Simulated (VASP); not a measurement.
```xyz
4
Lattice="2.6851 0.0000 0.0000 -1.3425 2.3254 0.0000 0.0000 0.0000 8.4429" Properties=species:S:1:pos:R:3 pbc="T T T"
Cr     0.0000     0.0000     0.0000
Cr     0.0000     0.0000     4.2214
Al     0.0000     1.5502     2.1107
Al     1.3425     0.7751     6.3322
```

Method: PBE GGA, VASP's PBE PAW potentials (set 64) (plane waves; VASP). Run with 400 eV cut-off, Gaussian smearing of 0.050 eV, potentials Cr_pv Al.

Problem. Give the energies of bands 7 to 18 at the high-symmetry points, in eV from the Fermi level.

Solution. 
```tsv
band	Γ	M	K	A	L	H
7	-10.32	-4.74	-3.03	-9.85	-4.26	-2.79
8	-9.12	-4.42	-2.85	-9.85	-4.26	-2.79
9	-6.40	-3.49	-2.85	-4.91	-4.01	-2.50
10	-3.16	-2.97	-2.41	-4.91	-4.01	-2.50
11	-2.12	-2.71	-2.41	-1.65	-2.17	-2.44
12	-1.51	-2.42	-1.64	-1.65	-2.17	-2.44
13	-0.17	-2.12	-1.64	-0.17	-1.25	-1.62
14	-0.17	-0.40	-1.16	-0.17	-1.25	-1.62
15	-0.16	-0.01	-1.16	-0.17	0.38	-1.17
16	-0.16	0.32	-1.14	-0.17	0.38	-1.17
17	0.95	0.45	-0.17	0.98	0.95	1.70
18	0.95	2.13	1.54	0.98	0.95	1.72
```

It has no gap at this level: it comes out as a metal or semimetal.

The structure was generated: CrAl was put into the NiAs type type (P6_3/mmc), which need not be its known phase. It was relaxed first, which changed the volume by -38 %. The run is not spin-polarised, so no magnetic state was tried.
